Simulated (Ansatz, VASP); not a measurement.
## Hf2Sb3Te in two plane-wave programs

One calculation is typed for both programs; each brings its own data sets. How far apart do they land? Valence electrons are named where the data sets of a main pair hold unlike numbers.

Main program and level: Ansatz 0.2.0; plane waves, with VASP 6.6.1 beside it; single point at r2SCAN with rVV10.

## (1) The structure

The cell holds 18 atoms: 3 Te, 9 Sb and 6 Hf. Cell: a = 3.692 Å, b = 8.751 Å, c = 28.479 Å, α = 90.0°, β = 90.0°, γ = 90.0°. It derives from Hf2Sb3Te. The (1 0 0) slab of Hf2Sb3Te, cut from the database cell (so at first; earlier steps may have moved the atoms). Vacuum lies along c.

## (2) Ansatz: single point, r2SCAN with rVV10

Ansatz runs on its default PAW (the set named soft_2) files.

A single point gives forces, pressure and levels at one fixed geometry, so differences don't come from the geometry; what else differs is listed under the comparison.

Contents of input.yaml:

```yaml
crystal:
  lattice:
    - [3.692289, 0.0, 0.0]
    - [0.0, 8.7512272489, 0.0]
    - [0.0, 0.0, 28.4786970261]
  atoms:
    - { symbol: Te, position: [0.0, 0.87132383, 0.26335475], spin: 0.6 }
    - { symbol: Te, position: [0.5, 0.57542434, 0.42699523], spin: 0.6 }
    - { symbol: Te, position: [0.0, 0.2793933548, 0.5887884899], spin: 0.6 }
    - { symbol: Sb, position: [0.0, 0.53337812, 0.32375789], spin: 0.6 }
    - { symbol: Sb, position: [0.5, 0.14728799, 0.34110476], spin: 0.6 }
    - { symbol: Sb, position: [0.0, 0.96600914, 0.40936428], spin: 0.6 }
    - { symbol: Sb, position: [0.5, 0.23747862, 0.48739837], spin: 0.6 }
    - { symbol: Sb, position: [0.0, 0.856374957, 0.5056483233], spin: 0.6 }
    - { symbol: Sb, position: [0.5, 0.6738880251, 0.5680939483], spin: 0.6 }
    - { symbol: Sb, position: [0.0, 0.952918666, 0.6550059306], spin: 0.6 }
    - { symbol: Sb, position: [0.5, 0.5488869497, 0.6609858295], spin: 0.6 }
    - { symbol: Sb, position: [0.0, 0.3657624932, 0.73813515], spin: 0.6 }
    - { symbol: Hf, position: [0.5, 0.80173343, 0.34411133], spin: 0.6 }
    - { symbol: Hf, position: [0.0, 0.31307362, 0.40637048], spin: 0.6 }
    - { symbol: Hf, position: [0.0, 0.5081067881, 0.505989784], spin: 0.6 }
    - { symbol: Hf, position: [0.5, 0.0201596123, 0.570339921], spin: 0.6 }
    - { symbol: Hf, position: [0.5, 0.2208670177, 0.6682184839], spin: 0.6 }
    - { symbol: Hf, position: [0.0, 0.6942174965, 0.71952277], spin: 0.6 }
hamiltonian:
  xc: r2scan
  pseudopotentials: { kind: paw }
  dispersion: rvv10
magnetization:
  spin_polarized: true
kpoints:
  mp_grid: { grid: [4, 2, 1] }
scf:
  occupations: { method: gaussian, width: 0.05 }
  n_extra_bands: 15
efield:
  axis: 3
  dipole_correction: true
  ramp_width: 0.04
output:
  forces: true
  eigenvalues: true
  write_density: true
  write_potential: true
  elf: true
  volumetric_format: npy
```

On the command line:

```bash
$ ansatz run input.yaml --threads 8 --pin off --max-ram 18432MiB --backend cpu --events-out ev --progress --plain --runs-dir out
```

Numbers of over 12 decimals in the logs are rounded to 6 here.

Log:

```text
Warning: the band count 185 (scf.n_extra_bands) hosts the net moment |M| = 10.8000 μB (N_el = 339) but caps the reachable moment at 2·n_bands − N_el = 31.0000 μB, below the 210 bands that the automatic rule leaves for it — a moment growing past the seed, or the majority channel's smearing tail, pins there with fewer empty majority states than that count leaves; raise or omit scf.n_extra_bands unless the cap is intended
scf.n_extra_bands = 15 over 170 filled bands (N_el = 339.0): the run solves 185 bands
Engine: ansatz 0.2.0, aarch64-unknown-linux-gnu
Pseudopotentials: kind: paw
Pseudopotential: Te, paw, valence charge 16, recommended cutoff 500 eV (meta_gga), Te.paw.azcp
Pseudopotential: Sb, paw, valence charge 15, recommended cutoff 500 eV (meta_gga), Sb.paw.azcp
Pseudopotential: Hf, paw, valence charge 26, recommended cutoff 500 eV (meta_gga), Hf.paw.azcp
Functional definition: r2SCAN+rVV10
  parameter k0 = 0.174
  parameter k1 = 0.065
  parameter a1 = 4.9479
  exchange = r2scan_x(k0 = k0, k1 = k1, a1 = a1)
  correlation = r2scan_c + rvv10(11.95, 0.0093)
Crystal: 18 atoms, lattice volume = 920.205 Å³
Basis set: ecut = 500 eV, 23401 PW (Γ), exchange–correlation on 128×288×960 points (64 copies of the dense FFT grid, shifted against one another)
Bands: 185, of which v1, the nominal top of the filled ones, is band 170 counted from 1 (169 counted from 0)
Symmetry: 2 space group operations
k-points: 6 of 8
Non-local potential: Te, projectors of the file, l = 0: 2, l = 1: 2, l = 2: 2, l = 3: 2
Non-local potential: Sb, projectors of the file, l = 0: 2, l = 1: 2, l = 2: 2, l = 3: 2
Non-local potential: Hf, projectors of the file, l = 0: 3, l = 1: 2, l = 2: 2, l = 3: 3
PAW form: soft (Blöchl's): semilocal exchange-correlation on the pseudo side does not see the compensation charge
rVV10 density: all electrons in the spheres
PAW frozen core: Te, regenerated for the run's functional (the file was generated under x = pbe(κ = 0.804, μ = 0.219515), c = pbe(β = 0.066725))
PAW frozen core: Sb, regenerated for the run's functional (the file was generated under x = pbe(κ = 0.804, μ = 0.219515), c = pbe(β = 0.066725))
PAW frozen core: Hf, regenerated for the run's functional (the file was generated under x = pbe(κ = 0.804, μ = 0.219515), c = pbe(β = 0.066725))
PAW one-centre angular grid: Te, 590 points (default); XC on 160 Gauss nodes
PAW one-centre angular grid: Sb, 590 points (default); XC on 160 Gauss nodes
PAW one-centre angular grid: Hf, 974 points (default); XC on 160 Gauss nodes
Initial density: superposition of atomic densities (neutral atoms: chi_scale 0, normalization atom)
Starting moments: Σ|m| = 10.8 μB on 18 of 18 sites
Initial wavefunctions: pseudopotential atomic-orbital guess
Functional: x = r2scan, c = r2scan + rvv10(b = 11.95, C = 0.0093); τ floored in thin density (d = 2e-4 eV/Å³)
SCF iter   1: F=—  HF=-173834.554253 eV  |F-HF|=—  |Δ(HF+E_count)|=         —  Δρ=1.20e-2 (↑1.20e-2 ↓1.18e-2)  dr2=1.49e1  dr2_τ=9.05e-2  dr2_m=3.66e-1  M=3.475 μB ∫|m|=3.501 μB  β_m=0.44  ethr=3.10e-3  p=-0.000 e·Å  D=-7.21e-8 V/Å  ΔV_dip=0.00 eV  dr2_dipole=4.28e0  V_vac-E_F(+/−)=5.49/5.49 eV  ⟨swp⟩=7.7  Hψ=9316  notcnv=0
Mixer restart at iter 1: flushing history
efield: sawtooth ramp at fractional position 0.9807 (placed from the atoms, in the widest stretch of the axis that holds none; the zero of the levels goes with the place), width 0.0400; the density the first Hamiltonian is built on has a dipole p = -0.000 e·Å; the dipole correction subtracts the counter field D = -7.21e-8 V/Å, which shifts the + side's vacuum level by +0.00 eV against the − side's; the planar-averaged density in the ramp window peaks in size at 1.6e-7 e/Å³
preconditioner: auto → LDOS  [metal: Δε(μ)=0.021 eV  Ē_g=10.204 eV  σ=0.050 eV  W_gap=0.23  n_scr=208 (ndim 8)  ℏωp=16.0 eV  f_vac=0.465  D(μ)=11.36/eV (n_scr^D=40)]
spin=Collinear: LDOS preconditioning applied to the charge; magnetization (m = ρ↑ − ρ↓) channel mixes plain (no charge-response kernel on spin).
SCF iter   2: F=—  HF=-173836.316192 eV  |F-HF|=—  |Δ(HF+E_count)|=    1.76e0  Δρ=8.44e-3 (↑8.40e-3 ↓8.44e-3)  dr2=6.68e0  dr2_τ=1.12e-2  dr2_m=1.42e-1  M=3.056 μB ∫|m|=3.080 μB  β_m=1.00  ethr=3.10e-3  p=0.040 e·Å  D=7.82e-3 V/Å  ΔV_dip=-0.22 eV  dr2_dipole=2.31e0  V_vac-E_F(+/−)=5.13/5.35 eV  ⟨swp⟩=2.0  Hψ=2902  notcnv=0  defer=87  κ⁻¹=1.0e0(r=1)
SCF iter   3: F=—  HF=-173838.450874 eV  |F-HF|=—  |Δ(HF+E_count)|=    2.13e0  Δρ=3.19e-3 (↑3.19e-3 ↓3.18e-3)  dr2=5.69e-1  dr2_τ=7.60e-3  dr2_m=3.47e-3  M=2.479 μB ∫|m|=2.626 μB  β_m=0.30  ethr=1.97e-3  p=0.135 e·Å  D=2.65e-2 V/Å  ΔV_dip=-0.75 eV  dr2_dipole=1.35e-1  V_vac-E_F(+/−)=4.43/5.19 eV  ⟨swp⟩=3.3  Hψ=4171  notcnv=0  defer=87  κ⁻¹=4.7e-2(r=2)
SCF iter   4: F=—  HF=-173838.622040 eV  |F-HF|=—  |Δ(HF+E_count)|=   1.71e-1  Δρ=2.11e-3 (↑2.11e-3 ↓1.97e-3)  dr2=1.08e-1  dr2_τ=7.94e-4  dr2_m=7.10e-3  M=2.354 μB ∫|m|=2.595 μB  β_m=0.55  ethr=1.68e-4  p=0.176 e·Å  D=3.46e-2 V/Å  ΔV_dip=-0.99 eV  dr2_dipole=9.39e-3  V_vac-E_F(+/−)=4.17/5.16 eV  ⟨swp⟩=3.5  Hψ=3695  notcnv=0  defer=88  κ⁻¹=1.0e-2(r=3)
[...]
SCF iter  17: F=—  HF=-173838.847745 eV  |F-HF|=—  |Δ(HF+E_count)|=   1.35e-7  Δρ=1.95e-6 (↑1.95e-6 ↓1.92e-6)  dr2=1.53e-7  dr2_τ=8.05e-10  dr2_m=1.38e-8  M=2.418 μB ∫|m|=2.688 μB  β_m=1.00  ethr=6.19e-11  p=0.184 e·Å  D=3.63e-2 V/Å  ΔV_dip=-1.03 eV  dr2_dipole=4.80e-8  V_vac-E_F(+/−)=4.10/5.13 eV  ⟨swp⟩=2.7  Hψ=4020  notcnv=0  defer=82  κ⁻¹=4.6e-6(r=8)
SCF iter  18: F=—  HF=-173838.847745 eV  |F-HF|=—  |Δ(HF+E_count)|=   9.06e-8  Δρ=1.30e-6 (↑1.30e-6 ↓1.26e-6)  dr2=5.73e-8  dr2_τ=3.79e-10  dr2_m=4.06e-9  M=2.418 μB ∫|m|=2.688 μB  β_m=1.00  ethr=4.52e-11  p=0.184 e·Å  D=3.63e-2 V/Å  ΔV_dip=-1.03 eV  dr2_dipole=6.74e-9  V_vac-E_F(+/−)=4.10/5.13 eV  ⟨swp⟩=3.0  Hψ=4407  notcnv=0  defer=82  κ⁻¹=7.6e-6(r=8)
SCF iter  19: F=—  HF=-173838.847746 eV  |F-HF|=—  |Δ(HF+E_count)|=   4.68e-8  Δρ=5.49e-7 (↑5.04e-7 ↓5.49e-7)  dr2=1.26e-8  dr2_τ=6.48e-11  dr2_m=5.23e-10  M=2.418 μB ∫|m|=2.688 μB  β_m=1.00  ethr=1.69e-11  p=0.184 e·Å  D=3.63e-2 V/Å  ΔV_dip=-1.03 eV  dr2_dipole=3.18e-10  V_vac-E_F(+/−)=4.10/5.13 eV  ⟨swp⟩=15.7  Hψ=19665  notcnv=0  κ⁻¹=3.5e-6(r=8)
SCF iter  20: F=-173838.847746 eV  HF=-173838.847746 eV  |F-HF|=1.60e-9  |Δ(HF+E_count)|=   9.72e-9  Δρ=2.17e-7 (↑2.17e-7 ↓1.98e-7)  dr2=1.78e-9  dr2_τ=1.06e-11  dr2_m=1.03e-10  M=2.417 μB ∫|m|=2.688 μB  ethr=3.72e-12  p=0.184 e·Å  D=3.63e-2 V/Å  ΔV_dip=-1.03 eV  dr2_dipole=2.54e-10  V_vac-E_F(+/−)=4.10/5.13 eV  ⟨swp⟩=8.8  Hψ=13956  notcnv=0
SCF 1 converged in 20 iterations: F = -173838.847746 eV  dr2 = 1.78e-9
  greatest PAW one-centre occupation: 0.998 electrons in one spin orbital (limit 2), on the Hf atom at site 17 (counted from 0), in its partial waves of l = 3
WARN: The output density's exchange-correlation potential varies sharply where the density is thin. Do not read a vacuum level from v_tot or v_xc, or from such a field of the output density. On a cell that repeats whose density bears no net charge and no dipole along the vacuum's axis use v_es (v_loc + v_h of the components); under efield.dipole_correction with no amplitude use v_es + v_field, which holds any externa [...]
this state was not tested for a lower state beside it, because the mixer in use, unlike msr1, does not test its closes by its own steps (another_mixer; see scf.mixing.algorithm and scf.lower_state_search)
SCF converged after 20 iterations
Magnetization: 2.4174 μB (170.7087 up, 168.2913 down)
Absolute magnetization: 2.7101 μB (∫|ρ↑−ρ↓|, with the PAW one-centre terms)
Spin contamination: 0.0950 ħ² per cell (⟨S²⟩ above its minimum at these occupations)
Per-site moments (μB) at R_I (Å): [(0.371067, 1.242194), (-0.00351546, 1.224804), (-0.00133293, 1.222804), (0.092729, 1.254714), (0.055499, 1.235288), (0.00953045, 1.198333), (-0.00474503, 1.249185), (0.00825042, 1.198333), (0.027818, 1.180860), (0.019285, 1.202730), (-0.00481675, 1.152408), (0.00177033, 1.205675), (0.061353, 1.232563), (0.123809, 1.235288), (0.00997921, 1.212578), (0.074291, 1.225819), (0.051687, 1.187157), (0.368120, 1.152408)]
Free energy (F): -173838.847746 eV
Harris-Foulkes:  -173838.847746 eV  (|F-HF|=1.60e-9)
Internal energy: -173838.838685 eV  (E = F + TS)
E sigma→0 (E₀):  -173838.843215 eV
Entropy (-TS):   -0.009061 eV (-0.503 meV/atom)
Fermi energy:    4.554724 eV
Dipole field:    D = 0.036270 V/Å  (p = 0.184444 e·Å, saw-weighted, corrected)
Work function:   Φ+ = 4.0987 eV   Φ− = 5.1316 eV
Levels:          The Fermi level and band energies are counted from a zero that moves with the ramp; work functions are not
--- Per-component energies (eV) ---
  E_band       = -5612.193835
  E_kinetic    = 4935.134695
  E_local      = -458065.773061  (includes V_loc(G=0)·N_el)
  E_nonlocal   = -5154.541832
  E_hartree    = 226356.999321
  E_xc         = -3145.280722
  E_vxc        = -3004.302925  (∫ρ·V_xc dr)
  E_paw        = -97188.284256  (= ΣΔE_a)
  E_vpaw       = 2798.870059  (= ΣTr[D̂ρ^β])
  E_aug_tail   = 0.000038  (compensation charges beyond the density's cutoff)
  E_vtau       = 169.195699  (kinetic-family band-sum trace: ∫τ·v_τ [+ j·A + Jᵃ·Aᵃ] dr)
  E_efield     = 0.003345  (sawtooth field / dipole correction)
  E_vefield    = -4.780289  (∫n·V_field dr)
  E_ewald      = 158415.565758
  E_core_change = 7.338030  (= ΣΔE_core)
  E_smearing   = -0.009061  (= −TS)
  E_closure    = 0.000000  (closes the sum)
  Σ components = -173838.847746   (vs F -173838.847746, Δ=0.00e0)
--- Forces (eV/Å), atoms counted from 1 ---
  atom   1  Te     0.00000000    -0.47982906     0.80791034
  atom   2  Te     0.00000000    -0.10063200    -0.27250491
  atom   3  Te     0.00000000     0.07792257    -0.08553268
  atom   4  Sb     0.00000000     0.75979259     0.09266201
  atom   5  Sb     0.00000000    -0.02867355     0.66376946
  atom   6  Sb     0.00000000     0.50434554    -0.66189431
  atom   7  Sb     0.00000000     0.20281628    -0.01145411
  atom   8  Sb     0.00000000    -0.01132589    -0.04470291
  atom   9  Sb     0.00000000    -0.01234311     0.02390107
  atom  10  Sb     0.00000000    -0.01851933    -0.01039397
  atom  11  Sb     0.00000000    -0.03643365    -0.08602837
  atom  12  Sb     0.00000000    -0.01625968     0.05163570
  atom  13  Hf     0.00000000    -0.28002976    -0.93319959
  atom  14  Hf     0.00000000    -0.50703892     0.29717966
  atom  15  Hf     0.00000000     0.00718537     0.04427878
  atom  16  Hf     0.00000000    -0.04393713    -0.01019555
  atom  17  Hf     0.00000000    -0.06118882     0.05333772
  atom  18  Hf     0.00000000     0.04416125     0.08123569
  max |Σ_I F_I| component: 1.27e-5 eV/Å
--- Band table (eV; the first three rows and the last of 12) ---
  k-point 0 ↑: bands = [... 166 lower, 4.2832, 4.3215, 4.3901, 4.6457, 4.9300, 5.0941, 5.3439, 5.4438, ... 11 higher]
  k-point 1 ↑: bands = [... 166 lower, 4.2995, 4.5172, 4.7636, 4.9193, 4.9776, 5.0328, 5.4898, 5.5451, ... 11 higher]
  k-point 2 ↑: bands = [... 166 lower, 3.6502, 3.9681, 4.0211, 4.2330, 4.5011, 4.7746, 5.0893, 5.1828, ... 11 higher]
  k-point 5 ↓: bands = [... 166 lower, 3.7385, 4.0146, 4.3426, 4.5727, 4.8089, 5.0496, 5.1028, 5.5715, ... 11 higher]
```

Wall time 2.8 min (8 threads of Arm Neoverse V2, shared host); peak memory 8.8 GiB.

Reading the cycles: dr2 is the Hartree energy of the density residual (eV), the measure of convergence; HF is the Harris–Foulkes estimate of the energy, which meets the free energy F at convergence.

[end of part 1 of 3]

[Lines on the potential files, build, host, timing and source positions are cut from VASP's logs without a mark.]

[Logs are printed without paths, hosts, clocks, repeated set-up lines and the standing remarks that a program may print on its own settings, such as how far it seeks lower states.]

[Hosts, paths, dates, database ids (printed as entryN), source tags and the programs' standing remarks are cut or masked in the printed files.]
